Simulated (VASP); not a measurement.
An input for Ansatz (written as the equivalent of a VASP run, and not itself run):

Ansatz 0.2 input:
```yaml
crystal:
  lattice:
    - [0.0000000, 2.8250000, 2.8250000]
    - [2.8250000, 0.0000000, 2.8250000]
    - [2.8250000, 2.8250000, 0.0000000]
  atoms:
    - { symbol: Ga, position: [0.0000000, 0.0000000, 0.0000000] }
    - { symbol: As, position: [0.2500000, 0.2500000, 0.2500000] }
kpoints:
  mp_grid: { grid: [7, 7, 7] }
hamiltonian:
  xc: r2scan
  dispersion: rvv10
  pseudopotentials: { kind: paw }
scf:
  occupations: { method: gaussian, width: 0.05 }
  max_iter: 100
relax:
  max_steps: 60
  f_tol: 0.01
  cell: {}
output: { forces: true, stress: true, eigenvalues: true }
```

Question: Translate this input to VASP (INCAR, KPOINTS, POSCAR, choice of POTCAR).

Answer: This is not unique; one that fits is 
### POSCAR
```
GaAs
1.0
  0.0000000000   2.8250000000   2.8250000000
  2.8250000000   0.0000000000   2.8250000000
  2.8250000000   2.8250000000   0.0000000000
Ga As
1 1
Cartesian
  0.0000000000   0.0000000000   0.0000000000
  1.4125000000   1.4125000000   1.4125000000
```

### INCAR
```
# general
SYSTEM    =  GaAs
PREC      =  Accurate
ENCUT     =  520
LREAL     =  F
LASPH     =  T

# electronic loop
EDIFF     =  1E-6
NELM      =  100
ALGO      =  Normal
LMAXMIX   =  4
LMIXTAU   =  T

# smearing
ISMEAR    =  0
SIGMA     =  0.05

# functional
METAGGA   =  R2SCAN
LUSE_VDW  =  T
BPARAM    =  11.95
CPARAM    =  0.0093

# ions
IBRION    =  2
NSW       =  60
ISIF      =  3
EDIFFG    =  -0.01

# output
LWAVE     =  F
LCHARG    =  F
```

KPOINTS:
```
kpoints
0
gamma
7 7 7
0 0 0
```

POTCAR, in this order: Ga_d As (PBE.64 set). Program: vasp_std.

The two are equivalent in intent, not identical: each code has its own PAW files, so the cut-off isn't converted (ENCUT is set for VASP's; basis.ecutwfc is left out, and Ansatz then takes the one that its files recommend); Ansatz stops its SCF on the density residual and VASP on the energy change (EDIFF).

The compound is GaAs in the zinc blende structure. The cell was not relaxed at this level.
